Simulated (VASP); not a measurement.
# GW-BSE spectrum of Te, part 2 of 3

Wanted: the lowest vertical excitons of Te and its absorption. The cell has space group P3_121. The start is a cell from a database of measured crystal structures.

VASP 6.6.1, plane waves and PAW; the level of theory is named at each step.

So far. Step 2 (Ground state): The cell has a gap of 0.128 eV on mesh and path. Spin-orbit coupling is left out, which can shift or reorder these edges. Forces of up to 0.30 eV/Å remain in these settings. Step 3 (Empty bands): WAVECAR now holds 232 bands for 18 electrons. Its independent-particle dielectric tensor has xx, yy, zz = 437.6, 437.6, 53.0 on this mesh, which isn't tested for convergence in mesh or bands and lacks local fields.

### 4. G0W0

This step: G0W0 on PBE; plane waves and PAW (Te_GW) (VASP 6.6.1).

G0W0 keeps orbitals and screening fixed and shifts each of the lowest NBANDSGW levels once. LWAVE keeps the quasiparticle levels in WAVECAR, and the W files hold the screened interaction for the next step.

INCAR

```
SYSTEM = Te
PREC = Accurate
ENCUT = 300
ISMEAR = 0
SIGMA = 0.01
LREAL = .FALSE.
GGA = PE
NBANDS = 232
ALGO = EVGW0
NELMGW = 1
ENCUTGW = 100
NOMEGA = 48
PRECFOCK = Fast
NBANDSGW = 24
LWAVE = .TRUE.
LCHARG = .FALSE.
```

POSCAR

```
Te
1.0
    4.4572000000      0.0000000000      0.0000000000
   -2.2286000000      3.8600484297      0.0000000000
    0.0000000000      0.0000000000      5.9290000000
Te
3
Direct
    0.2633000000      0.0000000000      0.3333333333
    0.0000000000      0.2633000000      0.6666666667
    0.7367000000      0.7367000000      0.0000000000
```

KPOINTS

```
Automatic mesh
0
Gamma
6 6 4
0 0 0
```

Potentials, in the order of the species: Te_GW (PBE family, release 64).

The run is started by

```console
> mpirun -np 8 vasp_std
```

Output:

```text
[banner, memory and clock lines left out]
running    8 mpi-ranks, on    1 nodes
 distrk:  each k-point on    8 cores,    1 groups
 distr:  one band on    1 cores,    8 groups

 POSCAR found type information on POSCAR Te
 POSCAR found :  1 types and       3 ions
 [... a notice as in an earlier step ...]

|                                                                             |
|           W    W    AA    RRRRR   N    N  II  N    N   GGGG   !!!           |
|           W    W   A  A   R    R  NN   N  II  NN   N  G    G  !!!           |
|           W    W  A    A  R    R  N N  N  II  N N  N  G       !!!           |
|           W WW W  AAAAAA  RRRRR   N  N N  II  N  N N  G  GGG   !            |
|           WW  WW  A    A  R   R   N   NN  II  N   NN  G    G                |
|           W    W  A    A  R    R  N    N  II  N    N   GGGG   !!!           |
|                                                                             |
|     The default for ENCUTGWSOFT is different in this version of VASP.       |
|     please manually set ENCUTGWSOFT =100 in the INCAR file.                 |
|                                                                             |

 LDA part: xc-table for (Slater+PW92), standard interpolation
 found WAVECAR, reading the header
 POSCAR, INCAR and KPOINTS ok, starting setup
 FFT: planning ... GRIDC
 FFT: planning ... GRID_SOFT
 FFT: planning ... GRID
 reading WAVECAR
 the WAVECAR file was read successfully
 initial charge from wavefunction
 available memory per node:     56.51 GB, setting MAXMEM to     57862

 The Fermi energy was updated, please check that it is located mid-gap
 values below the HOMO (VB) or above the LUMO (CB) will cause erroneous energies
 E-fermi :   5.9886

 calculate exact exchange contribution
 the WAVEDER file was read successfully
|                                                                             |
|           W    W    AA    RRRRR   N    N  II  N    N   GGGG   !!!           |
|           W    W   A  A   R    R  NN   N  II  NN   N  G    G  !!!           |
|           W    W  A    A  R    R  N N  N  II  N N  N  G       !!!           |
|           W WW W  AAAAAA  RRRRR   N  N N  II  N  N N  G  GGG   !            |
|           WW  WW  A    A  R   R   N   NN  II  N   NN  G    G                |
|           W    W  A    A  R    R  N    N  II  N    N   GGGG   !!!           |
|                                                                             |
|     Automatic setting of frequency mesh for GW failed. Frequency mesh       |
|     properly not suitable for determining QP energies. Consider             |
|     increasing number of kpoints.                                           |
|                                                                             |

energies w=
    0.000    0.000    0.271    0.000    0.540    0.000    0.807    0.000
    1.071    0.000    1.331    0.000    1.587    0.000    1.838    0.000
    2.084    0.000    2.326    0.000    2.564    0.000    2.797    0.000
    3.028    0.000    3.255    0.000    3.481    0.000    3.705    0.000
    3.930    0.000    4.156    0.000    4.383    0.000    4.613    0.000
    4.847    0.000    5.088    0.000    5.335    0.000    5.591    0.000
    5.857    0.000    6.137    0.000    6.432    0.000    6.747    0.000
    7.083    0.000    7.446    0.000    7.841    0.000    8.276    0.000
    8.758    0.000    9.298    0.000    9.911    0.000   10.614    0.000
   11.432    0.000   12.400    0.000   13.566    0.000   15.002    0.000
   16.815    0.000   19.176    0.000   22.380    0.000   26.967    0.000
   34.068    0.000   46.480    0.000   73.582    0.000  178.278    0.000
 responsefunction array rank=     256
 LDA part: xc-table for (Slater+PW92), standard interpolation

 min. memory requirement per mpi rank    288.7 MB, per node   2309.2 MB

 allocating   6 responsefunctions rank=   256
 shmem allocating  48 responsefunctions rank=   256
 response function shared by NCSHMEM nodes    1
 Doing            6  frequencies on each core in blocks of           48
NQ=   1    0.0000    0.0000    0.0000,
|.........|.........|.........|.........|.........|.........|.........|.........
 performed        845000 updates of chi_q(r,r)
 total number of BLAS operations        379.83 Gflops
NQ=   2    0.1667    0.0000    0.0000,
|.........|.........|.........|.........|.........|.........|.........|.........
 performed       2692000 updates of chi_q(r,r)
 total number of BLAS operations       1148.16 Gflops
NQ=   3    0.3333    0.0000    0.0000,
|.........|.........|.........|.........|.........|.........|.........|.........
 performed       4539000 updates of chi_q(r,r)
 total number of BLAS operations       1943.69 Gflops
NQ=   4    0.5000    0.0000    0.0000,
|.........|.........|.........|.........|.........|.........|.........|.........
 performed       5785000 updates of chi_q(r,r)
 total number of BLAS operations       2471.07 Gflops
NQ=   5    0.1667    0.1667    0.0000,
|.........|.........|.........|.........|.........|.........|.........|.........
 performed       7276000 updates of chi_q(r,r)
 total number of BLAS operations       3141.13 Gflops
NQ=   6    0.3333    0.1667    0.0000,
|.........|.........|.........|.........|.........|.........|.........|.........
 performed       9457000 updates of chi_q(r,r)
 total number of BLAS operations       4080.51 Gflops
NQ=   7    0.3333    0.3333    0.0000,
|.........|.........|.........|.........|.........|.........|.........|.........
 performed      10413000 updates of chi_q(r,r)
 total number of BLAS operations       4478.35 Gflops
NQ=   8    0.0000    0.0000    0.2500,
|.........|.........|.........|.........|.........|.........|.........|.........
 performed      11503000 updates of chi_q(r,r)
 total number of BLAS operations       4947.81 Gflops
NQ=   9    0.1667    0.0000    0.2500,
|.........|.........|.........|.........|.........|.........|.........|.........
 performed      13350000 updates of chi_q(r,r)
 total number of BLAS operations       5764.04 Gflops
NQ=  10    0.0000    0.1667    0.2500,
|.........|.........|.........|.........|.........|.........|.........|.........
 performed      15197000 updates of chi_q(r,r)
 total number of BLAS operations       6580.28 Gflops
NQ=  11    0.3333    0.0000    0.2500,
|.........|.........|.........|.........|.........|.........|.........|.........
 performed      17044000 updates of chi_q(r,r)
 total number of BLAS operations       7341.89 Gflops
NQ=  12    0.0000    0.3333    0.2500,
|.........|.........|.........|.........|.........|.........|.........|.........
 performed      18891000 updates of chi_q(r,r)
 total number of BLAS operations       8103.49 Gflops
NQ=  13    0.5000    0.0000    0.2500,
|.........|.........|.........|.........|.........|.........|.........|.........
 performed      20738000 updates of chi_q(r,r)
 total number of BLAS operations       8912.79 Gflops
NQ=  14    0.1667    0.1667    0.2500,
|.........|.........|.........|.........|.........|.........|.........|.........
 performed      22919000 updates of chi_q(r,r)
 total number of BLAS operations       9868.44 Gflops
NQ=  15    0.3333    0.1667    0.2500,
|.........|.........|.........|.........|.........|.........|.........|.........
 performed      25100000 updates of chi_q(r,r)
 total number of BLAS operations      10799.74 Gflops
NQ=  16   -0.1667    0.5000    0.2500,
|.........|.........|.........|.........|.........|.........|.........|.........
 performed      27281000 updates of chi_q(r,r)
 total number of BLAS operations      11731.04 Gflops
NQ=  17    0.3333    0.3333    0.2500,
|.........|.........|.........|.........|.........|.........|.........|.........
 performed      28504000 updates of chi_q(r,r)
 total number of BLAS operations      12240.03 Gflops
NQ=  18    0.0000    0.0000    0.5000,
|.........|.........|.........|.........|.........|.........|.........|.........
 performed      29349000 updates of chi_q(r,r)
 total number of BLAS operations      12662.67 Gflops
NQ=  19    0.1667    0.0000    0.5000,
|.........|.........|.........|.........|.........|.........|.........|.........
 performed      31196000 updates of chi_q(r,r)
 total number of BLAS operations      13542.62 Gflops
NQ=  20    0.3333    0.0000    0.5000,
|.........|.........|.........|.........|.........|.........|.........|.........
 performed      33043000 updates of chi_q(r,r)
 total number of BLAS operations      14310.95 Gflops
NQ=  21    0.5000    0.0000    0.5000,
|.........|.........|.........|.........|.........|.........|.........|.........
 performed      34289000 updates of chi_q(r,r)
 total number of BLAS operations      14811.17 Gflops
NQ=  22    0.1667    0.1667    0.5000,
|.........|.........|.........|.........|.........|.........|.........|.........
 performed      35780000 updates of chi_q(r,r)
 total number of BLAS operations      15442.24 Gflops
NQ=  23    0.3333    0.1667    0.5000,
|.........|.........|.........|.........|.........|.........|.........|.........
 performed      37961000 updates of chi_q(r,r)
 total number of BLAS operations      16365.49 Gflops
NQ=  24    0.3333    0.3333    0.5000,
|.........|.........|.........|.........|.........|.........|.........|.........
 performed      38917000 updates of chi_q(r,r)
 total number of BLAS operations      16763.33 Gflops
 resolving degeneracies of screened two electron integrals

 calculate QP shifts <psi_nk| G(iteration)W_0 |psi_nk>: iteration 1
 writing wavefunctions
 entering main loop
```

Run time: 3.6 min. Hardware: 8 MPI ranks of Intel Xeon 6975P-C (Granite Rapids), shared host; peak memory 2.7 GiB.

Parts of OUTCAR (step 4):

```text
 Found     24 irreducible k-points:

   k-points           NKPTS =     24   k-points in BZ     NKDIM =    144   number of bands    NBANDS=    232

   NELECT =      18.0000    total number of electrons

 E-fermi :   5.9886

 QP shifts <psi_nk| G(iteration)W_0 |psi_nk>: iteration 1
 for sc-GW calculations column KS-energies equals QP-energies in previous step
 and V_xc(KS)=  KS-energies - (<T + V_ion + V_H > + <T+V_H+V_ion>^1  + <V_x>^1)
 k-point   1 :       0.0000    0.0000    0.0000
  band No.  KS-energies  QP-energies   sigma(KS)   V_xc(KS)     V^pw_x(r,r')   Z            occupation Imag(sigma)
    ...
      6       3.1220       2.9009     -11.1138     -10.8039     -12.5902       0.7136       2.0000       0.1816
      7       4.2643       3.9521     -10.6033     -10.1605     -12.1622       0.7050       2.0000       0.1598
      8       4.2643       3.9521     -10.6033     -10.1605     -12.1622       0.7050       2.0000       0.1598
      9       5.1738       4.8567     -10.8454     -10.4015     -12.0805       0.7144       2.0000       0.1257
     10       6.9446       7.0126     -10.4547     -10.5496      -7.1612       0.7160       0.0000      -0.0442
     11       6.9446       7.0126     -10.4547     -10.5496      -7.1612       0.7160       0.0000      -0.0442
     12       7.5807       7.6387     -10.2970     -10.3783      -6.5796       0.7128       0.0000      -0.0662
     13      10.8927      10.7239      -8.4007      -8.1766      -3.9626       0.7530       0.0000      -0.1271
    ...

 k-point   2 :       0.1667    0.0000    0.0000
  band No.  KS-energies  QP-energies   sigma(KS)   V_xc(KS)     V^pw_x(r,r')   Z            occupation Imag(sigma)
    ...
      6       2.8141       2.5211     -10.7927     -10.3747     -12.8313       0.7011       2.0000       0.2388
      7       4.6442       4.3738     -10.8893     -10.5108     -12.0655       0.7146       2.0000       0.1373
      8       4.9983       4.7097     -10.9354     -10.5330     -12.0269       0.7174       2.0000       0.1256
      9       5.1420       4.8506     -10.8470     -10.4419     -11.8043       0.7193       2.0000       0.1195
     10       6.7832       6.8371     -10.2505     -10.3247      -7.1304       0.7273       0.0000      -0.0324
     11       6.8848       6.9422     -10.3300     -10.4094      -7.1350       0.7231       0.0000      -0.0381
     12       7.4771       7.5205     -10.2367     -10.2973      -6.6377       0.7171       0.0000      -0.0591
     13      10.3500      10.1587      -8.1075      -7.8531      -3.7032       0.7517       0.0000      -0.1166
    ...

 k-point   3 :       0.3333    0.0000    0.0000
  band No.  KS-energies  QP-energies   sigma(KS)   V_xc(KS)     V^pw_x(r,r')   Z            occupation Imag(sigma)
    ...
      6       2.3526       2.0410     -10.5365     -10.0890     -12.9664       0.6965       2.0000       0.3052
      7       3.5569       3.2628     -10.3682      -9.9524     -12.0010       0.7075       2.0000       0.1981
      8       4.8797       4.5963     -10.8049     -10.4113     -11.7712       0.7200       2.0000       0.1233
      9       5.0912       4.8022     -10.9529     -10.5507     -12.0060       0.7183       2.0000       0.1250
     10       6.8455       6.8768     -10.1258     -10.1687      -6.9441       0.7295       0.0000      -0.0363
     11       7.0188       7.0593     -10.0774     -10.1330      -6.7515       0.7282       0.0000      -0.0409
     12       8.7338       8.8027     -10.8911     -10.9882      -6.9706       0.7092       0.0000      -0.1365
     13       9.3453       9.1223      -7.9538      -7.6602      -3.8159       0.7596       0.0000      -0.0895
    ...

[... 8 parts as in an earlier step ...]

[... 5 further parts left out ...]
```

Numbers from this step:

```yaml
quasiparticle_gap_on_the_mesh: 0.4636 eV
smallest_direct_quasiparticle_gap_on_the_mesh: 0.4636 eV
gap_of_the_starting_orbitals_on_the_mesh: 0.1535 eV
```

GW takes the gap from 0.153 to 0.464 eV. The mesh misses a band edge: at the starting level the path gave a gap 0.03 eV smaller. Spin-orbit coupling is left out. The value holds for 232 bands, ENCUTGW = 100 eV and this mesh, and isn't shown to be converged in them. VASP warns that the automatic setting of its frequency mesh failed and advises more k points, so the value is in doubt.

(Continued in part 3 of 3.)

[Lines on the potential files, build, host, timing and source positions are cut from VASP's logs without a mark.]

[Logs are printed without paths, hosts, clocks, repeated set-up lines and the standing remarks that a program may print on its own settings, such as how far it seeks lower states.]

[Hosts, paths, dates, database ids (printed as entryN), source tags and the programs' standing remarks are cut or masked in the printed files.]

[Pressures printed for these runs are not shown converged in the cutoff: they can be off by several GPa and have the wrong sign.]
